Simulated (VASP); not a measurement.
Input for VASP

File POSCAR:
```
CaO
1
    0.0000000000     2.3982838209     2.3982838209
    2.3982838209     0.0000000000     2.3982838209
    2.3982838209     2.3982838209     0.0000000000
Ca O
1 1
Direct
  0.0000000000   0.0000000000   0.0000000000
  0.5000000000   0.5000000000   0.5000000000
```

INCAR:
```
# general
SYSTEM  =  CaO
PREC    =  Accurate
ENCUT   =  520
LREAL   =  .FALSE.   # projection in real space or not
LASPH   =  .TRUE.   # aspherical one-centre terms

# electronic loop
EDIFF   =  1E-7   # SCF stop (eV)
NELM    =  100   # most electronic steps
ALGO    =  Normal

# smearing
ISMEAR  =  0   # Gaussian
SIGMA   =  0.05   # width (eV)

# functional
GGA     =  RP

# ions
ISIF    =  2

# output
LWAVE   =  .FALSE.
LCHARG  =  .FALSE.
```

KPOINTS:
```
Automatic mesh
0
Gamma
9 9 9
0 0 0
```

POTCAR, in this order: Ca_sv O (PBE.64 set). Program: vasp_std.

Task: Write an equivalent input for Ansatz.

Result: One equivalent input (not run):
Ansatz 0.2 input:
```yaml
crystal:
  lattice:
    - [0.0000000, 2.3982838, 2.3982838]
    - [2.3982838, 0.0000000, 2.3982838]
    - [2.3982838, 2.3982838, 0.0000000]
  atoms:
    - { symbol: Ca, position: [0.0000000, 0.0000000, 0.0000000] }
    - { symbol: O, position: [0.5000000, 0.5000000, 0.5000000] }
kpoints:
  mp_grid: { grid: [9, 9, 9] }
hamiltonian:
  xc: rpbe
  pseudopotentials: { kind: paw }
scf:
  occupations: { method: gaussian, width: 0.05 }
  max_iter: 100
output: { forces: true, stress: true, eigenvalues: true }
```
Limits of the translation: each code has its own PAW files, so the cut-off isn't converted (ENCUT is set for VASP's; basis.ecutwfc is left out, and Ansatz then takes the one that its files recommend); Ansatz stops its SCF on the density residual and VASP on the energy change (EDIFF).

The compound is CaO in the rock salt structure. This cell is one point of a volume scan, at 0.94 of the reference volume.
